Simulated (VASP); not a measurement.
# Li2CoCl4: structure and properties in VASP, part 2 of 6

What structure and properties does optB86b-vdW + U give Li2CoCl4, and how near are they to the measured ones? The start is a computed cell from the Materials Project.

VASP 6.6.1, plane waves and PAW; the level of theory is named at each step.

So far: The structure; Relaxing cell and atoms (optB86b-vdW + U).

**2. Relaxing cell and atoms (optB86b-vdW + U) (continued)**

Level of this step: optB86b-vdW, DFT+U (Co d 3 eV), spin-polarised from a ferromagnetic start (one magnetic atom a cell); plane waves and PAW (Li_sv, Co, Cl) (VASP).

From OUTCAR (step 2):

```text
ion  position               nearest neighbor table
   1  0.500  0.000  0.500-   4 2.46   6 2.46   5 2.55   7 2.55   5 2.55   7 2.55
   2  0.000  0.500  0.500-   4 2.46   6 2.46   5 2.55   7 2.55   5 2.55   7 2.55
   3  0.000  0.000  0.000-   5 2.30   7 2.30   6 2.44   4 2.44   4 2.44   6 2.44
   4  0.771  0.771  0.500-   3 2.44   3 2.44   1 2.46   2 2.46
   5  0.766  0.234  0.000-   3 2.30   2 2.55   1 2.55   1 2.55   2 2.55
   6  0.229  0.229  0.500-   3 2.44   3 2.44   1 2.46   2 2.46
   7  0.234  0.766  0.000-   3 2.30   2 2.55   1 2.55   1 2.55   2 2.55

  LATTYP: Found a base centered orthorhombic cell.
 ALAT       =     7.2384434800
 B/A-ratio  =     1.3581836768
 C/A-ratio  =     0.4958911526

 Subroutine GETGRP returns: Found  8 space group operations
 (whereof  8 operations were pure point group operations)

The static configuration has the point symmetry D_2h.

 Found     28 irreducible k-points:

   k-points           NKPTS =     28   k-points in BZ     NKDIM =     28   number of bands    NBANDS=     34

   dimension x,y,z NGX =    54 NGY =   54 NGZ =   30
   dimension x,y,z NGXF=   108 NGYF=  108 NGZF=   60

   ENCUT  =  650.0 eV  47.77 Ry    6.91 a.u.  12.69 12.69  7.46*2*pi/ulx,y,z

   NELECT =      43.0000    total number of electrons

 k-points in reciprocal lattice and weights: Automatic mesh
   0.00000000  0.00000000  0.00000000       0.010
   0.25000000  0.00000000  0.00000000       0.042
   0.50000000  0.00000000  0.00000000       0.021
   0.25000000  0.25000000  0.00000000       0.021
   0.50000000  0.25000000  0.00000000       0.042
  -0.25000000  0.25000000  0.00000000       0.021
   0.50000000  0.50000000  0.00000000       0.010
   0.00000000  0.00000000  0.16666667       0.021
   0.25000000  0.00000000  0.16666667       0.083
[...]
-0.25000000  0.25000000  0.50000000       0.021
   0.50000000  0.50000000  0.50000000       0.010

atom =   3  type =  2  l = 2

 onsite density matrix

spin component  1

  0.9574  0.0000 -0.0000  0.0000  0.0000
  0.0000  0.9570  0.0000 -0.0000  0.0000
 -0.0000  0.0000  0.9703  0.0000  0.0128
  0.0000 -0.0000  0.0000  0.9958  0.0000
  0.0000  0.0000  0.0128  0.0000  0.9834

spin component  2

  0.9488  0.0000  0.0000  0.0000 -0.0000
  0.0000  0.9481  0.0000  0.0000  0.0000
  0.0000  0.0000  0.0586  0.0000  0.0441
  0.0000  0.0000  0.0000  0.2030  0.0000
 -0.0000  0.0000  0.0441  0.0000  0.1004

 occupancies and eigenvectors

  o =  0.0307  v =  0.0000  0.0000  0.0000  0.0000  0.0000  0.0000 -0.0000  0.8453  0.0000 -0.5343      0.0000  0.0000  0.0000  0.0000  0.0000  0.0000  0.0000  0.0000  0.0000  0.0000
  o =  0.1283  v =  0.0000  0.0000  0.0000  0.0000  0.0000  0.0000  0.0000  0.5343  0.0000  0.8453      0.0000  0.0000  0.0000  0.0000  0.0000  0.0000  0.0000  0.0000  0.0000  0.0000
  o =  0.2030  v =  0.0000  0.0000  0.0000  0.0000  0.0000  0.0000  0.0000  0.0000 -1.0000  0.0000      0.0000  0.0000  0.0000  0.0000  0.0000  0.0000  0.0000  0.0000  0.0000  0.0000
  o =  0.9481  v =  0.0000  0.0000  0.0000  0.0000  0.0000  0.0000 -1.0000  0.0000  0.0000  0.0000      0.0000  0.0000  0.0000  0.0000  0.0000  0.0000  0.0000  0.0000  0.0000  0.0000
  o =  0.9488  v =  0.0000  0.0000  0.0000  0.0000  0.0000  1.0000  0.0000  0.0000  0.0000  0.0000      0.0000  0.0000  0.0000  0.0000  0.0000  0.0000  0.0000  0.0000  0.0000  0.0000
  o =  0.9570  v =  0.0000 -1.0000  0.0000  0.0000  0.0000  0.0000  0.0000  0.0000  0.0000  0.0000      0.0000  0.0000  0.0000  0.0000  0.0000  0.0000  0.0000  0.0000  0.0000  0.0000
  o =  0.9574  v =  1.0000  0.0000  0.0000  0.0000  0.0000  0.0000  0.0000  0.0000  0.0000  0.0000      0.0000  0.0000  0.0000  0.0000  0.0000  0.0000  0.0000  0.0000  0.0000  0.0000
  o =  0.9626  v =  0.0000  0.0000  0.8535  0.0000 -0.5211  0.0000  0.0000  0.0000  0.0000  0.0000      0.0000  0.0000  0.0000  0.0000  0.0000  0.0000  0.0000  0.0000  0.0000  0.0000
  o =  0.9912  v =  0.0000  0.0000  0.5211  0.0000  0.8535  0.0000  0.0000  0.0000  0.0000  0.0000      0.0000  0.0000  0.0000  0.0000  0.0000  0.0000  0.0000  0.0000  0.0000  0.0000
  o =  0.9958  v =  0.0000  0.0000  0.0000  1.0000  0.0000  0.0000  0.0000  0.0000  0.0000  0.0000      0.0000  0.0000  0.0000  0.0000  0.0000  0.0000  0.0000  0.0000  0.0000  0.0000

 average (electrostatic) potential at core
       1 -61.5162       2 -61.5162       3 -86.2399       4 -92.4840       5 -92.1088
       6 -92.4840       7 -92.1088

 E-fermi :   1.9211

 spin component 1
 k-point     1 :       0.0000    0.0000    0.0000
  band No.  band energies     occupation
    ...
     19       0.8274      1.00000
     20       0.8948      1.00000
     21       0.9313      1.00000
     22       1.3759      1.00000
     23       1.6417      1.00000
     24       6.5851      0.00000
     25       8.0495      0.00000
     26       8.1045      0.00000
     27       8.4146      0.00000
     28       9.6510      0.00000
    ...

 k-point     2 :       0.2500    0.0000    0.0000
  band No.  band energies     occupation
    ...
     19       0.7881      1.00000
     20       0.8123      1.00000
     21       0.8652      1.00000
     22       1.3704      1.00000
     23       1.5231      1.00000
     24       7.1292      0.00000
     25       8.2206      0.00000
     26       8.6649      0.00000
     27       8.6884      0.00000
     28      10.0660      0.00000
    ...

 k-point     3 :       0.5000    0.0000    0.0000
  band No.  band energies     occupation
    ...
     19       0.7273      1.00000
     20       0.7415      1.00000
     21       0.7987      1.00000
     22       1.3718      1.00000
     23       1.4632      1.00000
     24       7.8099      0.00000
     25       8.3321      0.00000
     26       8.8394      0.00000
     27       9.3278      0.00000
     28      10.5082      0.00000
    ...

 k-point     4 :       0.2500    0.2500    0.0000
  band No.  band energies     occupation
    ...
     19       0.6310      1.00000
     20       0.7597      1.00000
     21       0.7709      1.00000
     22       1.3484      1.00000
     23       1.3692      1.00000
     24       7.7416      0.00000
     25       8.7533      0.00000
     26       8.9201      0.00000
     27       9.0068      0.00000
     28      10.2511      0.00000
    ...

 k-point     5 :       0.5000    0.2500    0.0000
  band No.  band energies     occupation
    ...
     19       0.5288      1.00000
     20       0.6920      1.00000
     21       0.7877      1.00000
     22       1.1444      1.00000
     23       1.3689      1.00000
     24       7.9259      0.00000
     25       8.9057      0.00000
     26       9.0723      0.00000
     27       9.5267      0.00000
     28      10.4334      0.00000
    ...

 k-point     6 :      -0.2500    0.2500    0.0000
  band No.  band energies     occupation
    ...
     19       0.6917      1.00000
     20       0.7411      1.00000
     21       0.8714      1.00000
     22       1.2320      1.00000
     23       1.3671      1.00000
     24       7.2880      0.00000
     25       8.6340      0.00000
     26       8.7947      0.00000
     27       8.8099      0.00000
     28       9.8967      0.00000
    ...

Total vdW correction in eV:      8.1289916

  Total        0.0035859      0.0407034     -0.0003736      0.0000000      0.0000000      0.0000000
  in kB        0.0444341      0.5043686     -0.0046294      0.0000000      0.0000000      0.0000000
  external PRESSURE =       0.1813911 kB  Pullay stress =       0.0000000 kB

  energy-cutoff  :      650.00
  volume of cell :      129.30
      direct lattice vectors                 reciprocal lattice vectors
     3.568771455 -5.144735217  0.000000000     0.140104237 -0.097186731  0.000000000
     3.568771455  5.144735217  0.000000000     0.140104237  0.097186731  0.000000000
     0.000000000  0.000000000  3.521121273     0.000000000  0.000000000  0.284000443

 POSITION                                       TOTAL-FORCE (eV/Angst)
 -----------------------------------------------------------------------------------
      5.35316      2.57237      1.76056         0.000000      0.000000      0.000000
      5.35316     -2.57237      1.76056         0.000000      0.000000      0.000000
      7.13754      0.00000      0.00000        -0.000000      0.000000      0.000000
      5.45455      0.00000      1.76056         0.002565      0.000000      0.000000
      3.56877     -2.66735      0.00000         0.000000     -0.009512      0.000000
      1.68299      0.00000      1.76056        -0.002565      0.000000     -0.000000
      3.56877      2.66735      0.00000         0.000000      0.009512      0.000000
 -----------------------------------------------------------------------------------
    total drift:                                0.000000      0.000000     -0.000000

  FREE ENERGIE OF THE ION-ELECTRON SYSTEM (eV)
  ---------------------------------------------------
  free  energy   TOTEN  =       -15.4925020767 eV

  energy  without entropy=      -15.4925020767  energy(sigma->0) =      -15.49250208

Total vdW correction in eV:      8.1290030

 reached required accuracy - stopping structural energy minimisation

 total charge
# of ion       s       p       d       tot
------------------------------------------
    1        2.008   0.041   0.000   2.049
    2        2.008   0.041   0.000   2.049
    3        0.291   0.319   7.102   7.712
    4        1.603   3.537   0.000   5.140
    5        1.597   3.573   0.000   5.170
    6        1.603   3.537   0.000   5.140
    7        1.597   3.573   0.000   5.170
--------------------------------------------------
tot         10.708  14.620   7.102  32.430

 magnetization (x)
# of ion       s       p       d       tot
------------------------------------------
    1       -0.000  -0.000   0.000  -0.000
    2       -0.000  -0.000   0.000  -0.000
    3        0.014   0.011   2.604   2.629
    4        0.006   0.094   0.000   0.099
    5        0.002   0.030   0.000   0.033
    6        0.006   0.094   0.000   0.099
    7        0.002   0.030   0.000   0.033
--------------------------------------------------
tot          0.030   0.258   2.604   2.892

[... 6 further parts left out ...]
```

CONTCAR:

```
Li2CoCl4
   1.00000000000000
     3.5687714550260372   -5.1447352170013678    0.0000000000000000
     3.5687714550260372    5.1447352170013678    0.0000000000000000
     0.0000000000000000    0.0000000000000000    3.5211212731246646
  Li              Co              Cl
     2     1     4
Direct
     0.5000000000000000    1.0000000000000000    0.5000000000000000
     1.0000000000000000    0.5000000000000000    0.5000000000000000
     1.0000000000000000    1.0000000000000000    0.0000000000000000
     0.7642055908079333    0.7642055908079333    0.5000000000000000
     0.7592310627132297    0.2407689372867705    0.0000000000000000
     0.2357944091920668    0.2357944091920668    0.5000000000000000
     0.2407689372867705    0.7592310627132297    0.0000000000000000
```

The cell holds one magnetic atom, so no antiferromagnetic order fits into it. Experiment finds antiferromagnetic order in this phase (below 6.8 K, arxiv:2307.06899), so this ferromagnetic run describes another state. The gap is read on the k-mesh alone, so it is an upper bound where the band edges lie off the mesh. Direct gaps are counted within one spin. The valence top and the conduction bottom belong to opposite spins. The PAW data sets were made with PBE, which is usual practice but a small mismatch for other functionals. The run keeps the 8 symmetry operations of its start, so it cannot find a distortion of lower symmetry.

Relaxation path:

| step | energy less that of the first step (eV) | largest force (eV/Å) | pressure (GPa) | volume (Å³) |
| --- | --- | --- | --- | --- |
| 1 | 0.0000 | 0.9353 | 2.52 | 127.72 |
| 2 | -0.1426 | 0.1801 | -0.55 | 133.06 |
| 3 | -0.1451 | 0.0838 | -0.97 | 133.99 |
| 4 | -0.1630 | 0.0583 | -0.46 | 132.18 |
| 5 | -0.1685 | 0.1274 | 0.02 | 130.68 |
| 6 | -0.1685 | 0.1365 | 0.05 | 130.53 |
| 7 | -0.1704 | 0.0822 | -0.04 | 130.40 |
| 8 | -0.1712 | 0.0306 | -0.16 | 130.25 |
| 9 | -0.1719 | 0.0191 | -0.04 | 129.67 |
| 10 | -0.1720 | 0.0160 | 0.11 | 129.03 |
| 11 | -0.1720 | 0.0158 | 0.12 | 129.15 |
| 12 | -0.1720 | 0.0168 | 0.06 | 129.41 |
| 13 | -0.1720 | 0.0170 | 0.07 | 129.29 |
| 14 | -0.1720 | 0.0174 | 0.10 | 129.22 |
| 15 | -0.1723 | 0.0132 | 0.00 | 129.27 |
| 16 | -0.1723 | 0.0139 | 0.01 | 129.28 |
| 17 | -0.1723 | 0.0186 | -0.02 | 129.30 |
| 18 | -0.1723 | 0.0137 | 0.00 | 129.29 |
| 19 | -0.1724 | 0.0095 | 0.02 | 129.30 |

| conventional cell, symmetrised | before | after | change |
| --- | --- | --- | --- |
| a (Å) | 7.238 | 7.138 | -1.4 % |
| b (Å) | 9.831 | 10.289 | +4.7 % |
| c (Å) | 3.589 | 3.521 | -1.9 % |
| volume (Å³/atom) | 18.25 | 18.47 | +1.2 % |

The atoms that moved most (Å, as changes of fractional coordinates times the final cell):

| atom | dx | dy | dz | length |
| --- | --- | --- | --- | --- |
| Cl5 | 0.000 | 0.074 | 0.000 | 0.074 |
| Cl7 | 0.000 | -0.074 | 0.000 | 0.074 |
| Cl6 | 0.051 | 0.000 | 0.000 | 0.051 |
| Cl4 | -0.051 | 0.000 | 0.000 | 0.051 |

The relaxed structure:

```xyz
7
Lattice="3.5688 -5.1447 0.0000 3.5688 5.1447 0.0000 0.0000 0.0000 3.5211" Properties=species:S:1:pos:R:3 pbc="T T T"
Li    1.7844   -2.5724    1.7606
Li    1.7844    2.5724    1.7606
Co    0.0000    0.0000    0.0000
Cl    5.4546    0.0000    1.7606
Cl    3.5688   -2.6674    0.0000
Cl    1.6830    0.0000    1.7606
Cl    3.5688    2.6674    0.0000
```

A gap read on the k-mesh alone can miss the band edges.

This step gave:

```
electrons                                         : 43
bands                                             : 34
irreducible k-points                              : 28
symmetry operations                               : 8
free energy (TOTEN)                               : -15.49 eV
Fermi energy                                      : 1.921 eV
pressure                                          : 0.01814 GPa
moment of the cell, from the last line of the log : 3 μB
metallic                                          : no
valence top at k                                  : 0, 0, 0
conduction bottom at k                            : 0.5, 0.5, 0
least direct gap on the k-mesh, within one spin   : 1.969 eV
SCF cycles over all ionic steps                   : 143
gap on the k-mesh                                 : 1.698 eV
```

Spin moment in the PAW sphere by atom:

| atom | spin moment in the PAW sphere (μB) |
| --- | --- |
| Li1 | 0.00 |
| Li2 | 0.00 |
| Co3 | 2.63 |
| Cl4 | 0.10 |
| Cl5 | 0.03 |
| Cl6 | 0.10 |
| Cl7 | 0.03 |

It ends with a largest force of 0.010 eV/Å and a pressure of 0.02 GPa.

(Continued in part 3 of 6.)

[Lines on the potential files, build, host, timing and source positions are cut from VASP's logs without a mark.]

[Logs are printed without paths, hosts, clocks, repeated set-up lines and the standing remarks that a program may print on its own settings, such as how far it seeks lower states.]

[Hosts, paths, dates, database ids (printed as entryN), source tags and the programs' standing remarks are cut or masked in the printed files.]

[Measured values are set beside computed ones only where the two were judged alike; some that the calculation misses by far are left out.]

[In band tables of VASP the shares of atoms and orbitals are scaled to a sum of 1 inside the atoms' spheres.]
